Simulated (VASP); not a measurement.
Level of theory: PW91 GGA, VASP's PBE PAW potentials (set 64) (plane waves; VASP).

VASP input:

POSCAR:
```
Li
1
   -1.7167693041     1.7167693041     1.7167693041
    1.7167693041    -1.7167693041     1.7167693041
    1.7167693041     1.7167693041    -1.7167693041
Li
1
Direct
  0.0000000000   0.0000000000   0.0000000000
```

### INCAR
```
SYSTEM = Li
PREC = Accurate
ENCUT = 520
EDIFF = 1E-7
NELM = 100
ALGO = Normal
LREAL = .FALSE.
LASPH = .TRUE.
ISMEAR = -5
GGA = 91
LWAVE = .FALSE.
LCHARG = .TRUE.
LORBIT = 11
NEDOS = 601
ISIF = 2
```

**KPOINTS**
```
Automatic
0
gamma
  17 17 17
```

POTCAR, in this order: Li_sv (PBE.64 set). Program: vasp_std.

Output of the run:

OSZICAR:
```
       N       E                     dE             d eps       ncg     rms          rms(c)
DAV:   1     0.589338739017E+00    0.58934E+00   -0.74039E+02  1660   0.422E+02
DAV:   2    -0.176937869579E+01   -0.23587E+01   -0.22764E+01  2325   0.604E+01
DAV:   3    -0.188784237677E+01   -0.11846E+00   -0.11759E+00  2125   0.906E+00
DAV:   4    -0.189014152536E+01   -0.22991E-02   -0.22988E-02  2115   0.118E+00
DAV:   5    -0.189016266637E+01   -0.21141E-04   -0.21134E-04  2140   0.107E-01    0.191E-01
DAV:   6    -0.188949816391E+01    0.66450E-03   -0.39443E-04  2155   0.151E-01    0.112E-01
DAV:   7    -0.188922324191E+01    0.27492E-03   -0.11020E-03  2020   0.248E-01    0.243E-02
DAV:   8    -0.188922616899E+01   -0.29271E-05   -0.28037E-05  2000   0.507E-02    0.180E-03
DAV:   9    -0.188922323850E+01    0.29305E-05   -0.83780E-07  2310   0.960E-03    0.326E-04
DAV:  10    -0.188922239692E+01    0.84158E-06   -0.35687E-08  1740   0.179E-03    0.109E-04
DAV:  11    -0.188922227006E+01    0.12685E-06   -0.12802E-09   875   0.359E-04    0.202E-05
DAV:  12    -0.188922225239E+01    0.17677E-07   -0.42587E-10   840   0.192E-04
   1 F= -.18892223E+01 E0= -.18892223E+01  d E =0.000000E+00
```

OUTCAR:
```
------------------------ aborting loop because EDIFF is reached ----------------------------------------
  FORCE on cell =-STRESS in cart. coord.  units (eV):
  Direction    XX          YY          ZZ          XY          YZ          ZX
  --------------------------------------------------------------------------------------
  Total       -0.0020252     -0.0020252     -0.0020252      0.0000000      0.0000000      0.0000000
  in kB       -0.1603183     -0.1603183     -0.1603183      0.0000000      0.0000000      0.0000000
  external PRESSURE =      -0.1603183 kB  Pullay stress =       0.0000000 kB
  volume of cell :       20.24
      direct lattice vectors                 reciprocal lattice vectors
    -1.716769304  1.716769304  1.716769304     0.000000000  0.291244723  0.291244723
     1.716769304 -1.716769304  1.716769304     0.291244723  0.000000000  0.291244723
     1.716769304  1.716769304 -1.716769304     0.291244723  0.291244723  0.000000000
 POSITION                                       TOTAL-FORCE (eV/Angst)
 -----------------------------------------------------------------------------------
      0.00000      0.00000      0.00000         0.000000      0.000000     -0.000000
 -----------------------------------------------------------------------------------
    total drift:                               -0.000000     -0.000000      0.000000
  FREE ENERGIE OF THE ION-ELECTRON SYSTEM (eV)
  ---------------------------------------------------
  free  energy   TOTEN  =        -1.8892222524 eV

  energy  without entropy=       -1.8892222524  energy(sigma->0) =       -1.88922225

 total charge

# of ion       s       p       d       tot
------------------------------------------
    1        2.033   0.039   0.000   2.072
```
(Selected blocks of OUTCAR.)

For a metal the tetrahedron method with Blöchl corrections gives inexact stress and forces.

The compound is Li in the bcc structure. It was relaxed first.
